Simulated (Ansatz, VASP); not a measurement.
# SnOs: VASP beside Ansatz, part 2 of 2

Aim: how closely do two programs agree when they are given the same cell, functional and k mesh? The cell is generated by rule, not measured, and may not be a known phase. Of the first pair: The two relaxations start from unlike cells of this crystal (the structure described is Ansatz's start), so only their ends are compared.

VASP 6.6.1 and Ansatz 0.2.0.

So far: Starting point; Ansatz: relaxation of cell and atoms, PBE, pair 1; VASP: relaxation of cell and atoms, PBE, pair 1; Differences.

**5. VASP: relaxation of cell and atoms, PBE, pair 2**

Level of this step: PBE; plane waves and PAW (Sn_d, Os); invented cell (VASP).

The relaxed volume is the usual yardstick between codes: in a stiff, nearly cubic crystal its relative difference is about their pressure difference at one cell divided by the bulk modulus. Its start cell is another than that of the pair before, and may be another structure of the material.

The input, INCAR:

```
SYSTEM = SnOs
PREC = Accurate
ENCUT = 600
EDIFF = 1E-07
NELM = 120
ISMEAR = 0
SIGMA = 0.1
LREAL = .FALSE.
ALGO = Normal
GGA = PE
NBANDS = 17
LASPH = .TRUE.
LORBIT = 11
LWAVE = .FALSE.
LCHARG = .FALSE.
ISIF = 3
IBRION = 2
NSW = 80
EDIFFG = -0.005
GGA_COMPAT = .FALSE.
NELMIN = 4
KPAR = 2
```

The input, POSCAR:

```
SnOs
1.0
    3.2557580000      0.0000000000      0.0000000000
    0.0000000000      3.2557580000      0.0000000000
    0.0000000000      0.0000000000      3.2557580000
Sn Os
1 1
Direct
    0.5000000000      0.5000000000      0.5000000000
    0.0000000000      0.0000000000      0.0000000000
```

The input, KPOINTS:

```
Automatic mesh
0
Gamma
14 14 14
0 0 0
```

PAW data sets: Sn_d and Os (PBE family, release 64).

Run with:

```sh
$ mpirun -np 2 vasp_std
```

Numbers of over 12 decimals in the logs are rounded to 6 here.

Output:

```text
[... set-up lines as in an earlier step ...]
 entering main loop
       N       E                     dE             d eps       ncg     rms          rms(c)
DAV:   1     0.169314883905E+03    0.16931E+03   -0.12411E+04  4200   0.213E+03
DAV:   2     0.643219688229E+00   -0.16867E+03   -0.16384E+03  4216   0.463E+02
DAV:   3    -0.143190657578E+02   -0.14962E+02   -0.14659E+02  4687   0.119E+02
DAV:   4    -0.146918789407E+02   -0.37281E+00   -0.37144E+00  4836   0.191E+01
[...]
DAV:  12    -0.142406309275E+02    0.75444E-06   -0.11558E-06  5323   0.674E-03    0.384E-03
DAV:  13    -0.142406307002E+02    0.22735E-06   -0.50999E-08  2283   0.247E-03    0.366E-04
DAV:  14    -0.142406306637E+02    0.36485E-07   -0.49638E-09  2156   0.956E-04
   1 F= -.14240631E+02 E0= -.14239503E+02  d E =-.142406E+02
[...]
N       E                     dE             d eps       ncg     rms          rms(c)
DAV:   1    -0.142439256188E+02   -0.32949E-02   -0.69389E-02  5167   0.433E+00    0.399E-01
[...]
DAV:   8    -0.142405049465E+02    0.62916E-07   -0.98181E-09  2123   0.108E-03
   2 F= -.14240505E+02 E0= -.14239412E+02  d E =0.125717E-03
 trial-energy change:    0.000126  1 .order    0.000139   -0.000258    0.000536
 step:   0.3479(harm=  0.3249)  dis= 0.00000  next Energy=   -14.240676 (dE=-0.455E-04)
[...]
N       E                     dE             d eps       ncg     rms          rms(c)
DAV:   1    -0.142421412802E+02   -0.16363E-02   -0.29644E-02  5162   0.285E+00    0.259E-01
DAV:   2    -0.142409438302E+02    0.11975E-02   -0.26313E-03  5208   0.720E-01    0.869E-02
DAV:   3    -0.142407227400E+02    0.22109E-03   -0.39516E-04  5250   0.386E-01    0.429E-02
DAV:   4    -0.142406849927E+02    0.37747E-04   -0.81175E-05  6036   0.139E-01    0.876E-03
DAV:   5    -0.142406796950E+02    0.52977E-05   -0.43772E-06  4912   0.223E-02    0.392E-03
DAV:   6    -0.142406777748E+02    0.19202E-05   -0.51673E-07  5089   0.630E-03    0.164E-03
DAV:   7    -0.142406770956E+02    0.67927E-06   -0.11346E-07  3313   0.387E-03    0.414E-04
DAV:   8    -0.142406771367E+02   -0.41128E-07   -0.10931E-08  2085   0.114E-03
   3 F= -.14240677E+02 E0= -.14239562E+02  d E =-.464730E-04
[...]
reached required accuracy - stopping structural energy minimisation
```

OUTCAR, selected parts (step 5):

```text
  Total        0.0032432      0.0032432      0.0032432     -0.0000000      0.0000000     -0.0000000
  in kB        0.1507917      0.1507917      0.1507917     -0.0000000      0.0000000     -0.0000000
  external PRESSURE =       0.1507917 kB  Pullay stress =       0.0000000 kB

 POSITION                                       TOTAL-FORCE (eV/Angst)
 -----------------------------------------------------------------------------------
      1.62706      1.62706      1.62706        -0.000000      0.000000      0.000000
      0.00000      0.00000      0.00000         0.000000     -0.000000      0.000000
 -----------------------------------------------------------------------------------
    total drift:                                0.000000      0.000000      0.000000

  FREE ENERGIE OF THE ION-ELECTRON SYSTEM (eV)
  ---------------------------------------------------
  free  energy   TOTEN  =       -14.2406771367 eV

  energy  without entropy=      -14.2384475435  energy(sigma->0) =      -14.23956234

[... 1 part as in an earlier step ...]

[... 3 further parts left out ...]
[key lines of the parts left out:]
E-fermi :  10.7405
```

**6. Ansatz: relaxation of cell and atoms, PBE, pair 2**

The same cell, functional, mesh and smearing now go to Ansatz, which takes its cutoff from its data sets.

The cell is taken from a series of runs on this material, whose earlier steps may have relaxed, scaled, displaced or heated it; both programs get it as it stands.

The input, input.yaml:

```yaml
crystal:
  lattice:
    - [3.2557581579, 0.0, 0.0]
    - [0.0, 3.2557581579, 0.0]
    - [0.0, 0.0, 3.2557581579]
  atoms:
    - { symbol: Sn, position: [0.5, 0.5, 0.5] }
    - { symbol: Os, position: [0.0, 0.0, 0.0] }
kpoints:
  mp_grid: { grid: [14, 14, 14] }
hamiltonian:
  xc: pbe
scf:
  occupations: { method: gaussian, width: 0.1 }
output:
  forces: true
  stress: true
  eigenvalues: true
relax:
  adjacent_minimum: "off"
  f_tol: 0.005
  max_steps: 80
  cell: { stress_tol: 0.05 }
```

Run with:

```sh
$ ansatz run input.yaml --threads 4 --pin off --max-ram 8192MiB --backend cpu --events-out ev --progress --plain --runs-dir out
```

Output:

```text
[...]
Crystal: 2 atoms, lattice volume = 34.511 Å³
Basis set: ecut = 420 eV, 691 PW (Γ), exchange–correlation on 48×48×48 points (8 copies of the dense FFT grid, shifted against one another)
Bands: 19, of which v1, the nominal top of the filled ones, is band 15 counted from 1 (14 counted from 0)
Symmetry: 48 space group operations
[...]
k-points: 120 of 2744
[...]
k-point 119: bands = [... 11 lower, 13.8307, 16.1186, 20.2903, 20.2903, 22.2571, 22.2571, 22.2571, 23.7095]
--- Relaxed structure (3 steps of the walk, 2 accepted, 1 SCFs on fresh bases) ---
[...]
cell:  # Å, volume = 34.4361 Å³
    - [3.253403, 0.0, 0]
    - [0.0, 3.253403, 0]
    - [0.0, 0, 3.253403]
  atoms:
    - { symbol: Sn, position: [0.500000, 0.500000, 0.500000] }
    - { symbol: Os, position: [0.0, 0, 0] }
[key lines of the parts left out:]
SCF converged after 8 iterations
Free energy (F): -17407.861266 eV
Fermi energy:    19.673333 eV
P = ⅓ Tr σ = -0.0038 GPa (-0.038 kbar)
```

**7. Comparison**

What differs besides the data sets and the points named for the pairs above, as far as they apply: the data sets hold 30 valence electrons in Ansatz (on its default PAW (the set named soft_2) files) and 22 in VASP. Total energies have different zeros and are not compared.

Compared:

```
                                         quantity  Ansatz   VASP  difference
                                      volume (Å³)   34.44  34.46     -0.07 %
edge a after relaxation, in the typed setting (Å)   3.253  3.254     -0.02 %
```

**8. Ansatz: relaxation of cell and atoms, PBE, pair 3**

The relaxed volume is the usual yardstick between codes: in a stiff, nearly cubic crystal its relative difference is about their pressure difference at one cell divided by the bulk modulus.

The cell is taken from a series of runs on this material, whose earlier steps may have relaxed, scaled, displaced or heated it; both programs get it as it stands.

The input, input.yaml:

```yaml
crystal:
  lattice:
    - [3.2534030801, 0.0, 0.0]
    - [0.0, 3.2534030801, 0.0]
    - [0.0, 0.0, 3.2534030801]
  atoms:
    - { symbol: Sn, position: [0.5, 0.5, 0.5] }
    - { symbol: Os, position: [0.0, 0.0, 0.0] }
kpoints:
  mp_grid: { grid: [16, 16, 16] }
hamiltonian:
  xc: pbe
scf:
  occupations: { method: methfessel_paxton, width: 0.2 }
output:
  forces: true
  stress: true
  eigenvalues: true
relax:
  adjacent_minimum: "off"
  f_tol: 0.001
  max_steps: 60
  cell: { stress_tol: 0.01 }
```

Output:

```text
[...]
Crystal: 2 atoms, lattice volume = 34.436 Å³
Basis set: ecut = 420 eV, 691 PW (Γ), exchange–correlation on 48×48×48 points (8 copies of the dense FFT grid, shifted against one another)
Bands: 19, of which v1, the nominal top of the filled ones, is band 15 counted from 1 (14 counted from 0)
Symmetry: 48 space group operations
[...]
k-points: 165 of 4096
[...]
k-point 164: bands = [... 11 lower, 13.8216, 16.1080, 20.2731, 20.2731, 22.2432, 22.2432, 22.2432, 23.6922]
--- Relaxed structure (3 steps of the walk, 2 accepted, 1 SCFs on fresh bases) ---
[...]
cell:  # Å, volume = 34.4542 Å³
    - [3.253975, 0, 0]
    - [0, 3.253975, 0.0]
    - [0.0, 0.0, 3.253975]
  atoms:
    - { symbol: Sn, position: [0.5, 0.5, 0.5] }
    - { symbol: Os, position: [0, 0, 0] }
[key lines of the parts left out:]
SCF converged after 5 iterations
Free energy (F): -17407.860125 eV
Fermi energy:    19.701375 eV
P = ⅓ Tr σ = -0.0001 GPa (-0.001 kbar)
```

**9. VASP: relaxation of cell and atoms, PBE, pair 3**

The same cell, functional, mesh and smearing now go to VASP, with its own data sets.

Changes to INCAR since step 5:

```diff
@@ -5,4 +5,4 @@
 NELM = 120
-ISMEAR = 0
-SIGMA = 0.1
+ISMEAR = 1
+SIGMA = 0.2
 LREAL = .FALSE.
```

The input, POSCAR:

```
SnOs
1.0
    3.2534030000      0.0000000000      0.0000000000
    0.0000000000      3.2534030000      0.0000000000
    0.0000000000      0.0000000000      3.2534030000
Sn Os
1 1
Direct
    0.5000001537      0.5000001537      0.5000001537
    0.0000000000      0.0000000000      0.0000000000
```

The input, KPOINTS:

```
Automatic mesh
0
Gamma
16 16 16
0 0 0
```

Run with:

```sh
$ mpirun -np 2 vasp_std
```

Output:

```text
[... set-up lines as in an earlier step ...]
 entering main loop
       N       E                     dE             d eps       ncg     rms          rms(c)
DAV:   1     0.167219930809E+03    0.16722E+03   -0.12390E+04  5863   0.212E+03
DAV:   2     0.280228447017E+00   -0.16694E+03   -0.16209E+03  5741   0.460E+02
DAV:   3    -0.143415984326E+02   -0.14622E+02   -0.14377E+02  6486   0.119E+02
DAV:   4    -0.146921240792E+02   -0.35053E+00   -0.34965E+00  6559   0.186E+01
[...]
DAV:  12    -0.142393931302E+02    0.74928E-06   -0.10084E-06  7309   0.638E-03    0.404E-03
DAV:  13    -0.142393928902E+02    0.24004E-06   -0.49710E-08  3225   0.258E-03    0.219E-04
DAV:  14    -0.142393928571E+02    0.33039E-07   -0.52035E-09  3014   0.102E-03
   1 F= -.14239393E+02 E0= -.14239207E+02  d E =-.142394E+02
[...]
N       E                     dE             d eps       ncg     rms          rms(c)
DAV:   1    -0.142422474421E+02   -0.28546E-02   -0.60433E-02  7090   0.407E+00    0.369E-01
[...]
DAV:   8    -0.142392616206E+02   -0.60026E-07   -0.92163E-09  2869   0.104E-03
   2 F= -.14239262E+02 E0= -.14239098E+02  d E =0.131236E-03
 trial-energy change:    0.000131  1 .order    0.000120   -0.000224    0.000463
 step:   0.3045(harm=  0.3260)  dis= 0.00000  next Energy=   -14.239427 (dE=-0.338E-04)
[...]
N       E                     dE             d eps       ncg     rms          rms(c)
DAV:   1    -0.142408596496E+02   -0.15981E-02   -0.29100E-02  7095   0.280E+00    0.258E-01
DAV:   2    -0.142396697711E+02    0.11899E-02   -0.26081E-03  7114   0.718E-01    0.860E-02
DAV:   3    -0.142394549790E+02    0.21479E-03   -0.38679E-04  7185   0.382E-01    0.418E-02
DAV:   4    -0.142394257477E+02    0.29231E-04   -0.77794E-05  8296   0.137E-01    0.867E-03
DAV:   5    -0.142394247588E+02    0.98889E-06   -0.42432E-06  6699   0.219E-02    0.393E-03
DAV:   6    -0.142394251273E+02   -0.36842E-06   -0.49824E-07  6929   0.619E-03    0.165E-03
DAV:   7    -0.142394256179E+02   -0.49060E-06   -0.11063E-07  4542   0.383E-03    0.393E-04
DAV:   8    -0.142394255792E+02    0.38633E-07   -0.10730E-08  2842   0.113E-03
   3 F= -.14239426E+02 E0= -.14239246E+02  d E =-.327221E-04
[...]
reached required accuracy - stopping structural energy minimisation
```

OUTCAR, selected parts (step 9):

```text
  Total        0.0036492      0.0036492      0.0036492      0.0000000      0.0000000     -0.0000000
  in kB        0.1695738      0.1695738      0.1695738      0.0000000      0.0000000     -0.0000000
  external PRESSURE =       0.1695738 kB  Pullay stress =       0.0000000 kB

 POSITION                                       TOTAL-FORCE (eV/Angst)
 -----------------------------------------------------------------------------------
      1.62737      1.62737      1.62737         0.000000      0.000000      0.000000
      0.00000      0.00000      0.00000        -0.000000     -0.000000      0.000000
 -----------------------------------------------------------------------------------
    total drift:                               -0.000195     -0.000195     -0.000195

  FREE ENERGIE OF THE ION-ELECTRON SYSTEM (eV)
  ---------------------------------------------------
  free  energy   TOTEN  =       -14.2394255792 eV

  energy  without entropy=      -14.2388875520  energy(sigma->0) =      -14.23924624

[... 1 part as in an earlier step ...]

[... 3 further parts left out ...]
[key lines of the parts left out:]
E-fermi :  10.7720
```

**10. Comparison**

What differs besides the data sets and the points named for the pairs above, as far as they apply: the data sets hold 30 valence electrons in Ansatz (on its default PAW (the set named soft_2) files) and 22 in VASP. Total energies have different zeros and are not compared.

Compared:

```
                                         quantity  Ansatz   VASP  difference
                                      volume (Å³)   34.45  34.48     -0.07 %
edge a after relaxation, in the typed setting (Å)   3.254  3.255     -0.02 %
```

**11. What came out**

| Item | Value |
| --- | --- |
| difference in volume (relaxation of cell and atoms, PBE, pair 1) | -0.12 % |
| difference in volume (relaxation of cell and atoms, PBE, pair 2) | -0.067 % |
| difference in volume (relaxation of cell and atoms, PBE, pair 3) | -0.070 % |

The difference in volume is -0.12 % (relaxation of cell and atoms, PBE, pair 1), within the 1.2 % picked in this series as the mark of a large difference, as far as the stopping tolerances let one tell. The data sets hold unlike numbers of valence electrons (30 in Ansatz and 22 in VASP), so part of the differences comes from the potentials. 1 further run of this series is not shown here. How closely two codes agree says nothing of how well the functional describes the real material.

[Lines on the potential files, build, host, timing and source positions are cut from VASP's logs without a mark.]

[Logs are printed without paths, hosts, clocks, repeated set-up lines and the standing remarks that a program may print on its own settings, such as how far it seeks lower states.]

[Hosts, paths, dates, database ids (printed as entryN), source tags and the programs' standing remarks are cut or masked in the printed files.]
